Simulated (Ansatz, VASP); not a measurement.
# Sn2TeS in VASP and in Ansatz

```
CELL_PARAMETERS angstrom
-2.61315 2.61315 4.50887
2.61315 -2.61315 4.50887
2.61315 2.61315 -4.50887
ATOMIC_POSITIONS crystal
Sn 0.46451 0.96451 0.50000
Sn 0.96451 0.46451 0.50000
Te 0.78664 0.78664 0.00000
S 0.34422 0.34422 0.00000
```

Alike in both runs: functional PBE; k mesh 6 × 6 × 6; occupations gaussian, width 0.1 eV; no spin polarisation.

Ansatz relaxed the structure, and its values are those at the end. VASP's run is a single point on that final structure, the one shown.

|  | VASP | Ansatz |
| --- | --- | --- |
| version | VASP 6.6.1 | Ansatz 0.2.0 |
| potentials or method | VASP PAW PBE potentials, release 64 (Sn_d, Te, S) | scalar-relativistic, plane waves, PAW |
| plane-wave cutoff (eV) | 520 | 420 |
| valence electrons in the cell | 40 | 50 |

Ansatz gave:

| Item | Value |
| --- | --- |
| gap on the k mesh at the Fermi level (eV) | none |
| pressure (GPa) | 0.0 |
| rms of the force components (eV/Å) | 0.003 |

**Question.** Which values does VASP return?

**Answer.** gap on the k mesh at the Fermi level (eV): none; pressure (GPa): 0.0; rms of the force components (eV/Å): 0.007.

A gap of «none» marks a metal or a gap that the smearing closes. The two sets of potentials don't hold the same shells in valence.

The runs have no spin-orbit coupling, so splittings on Te are missing.
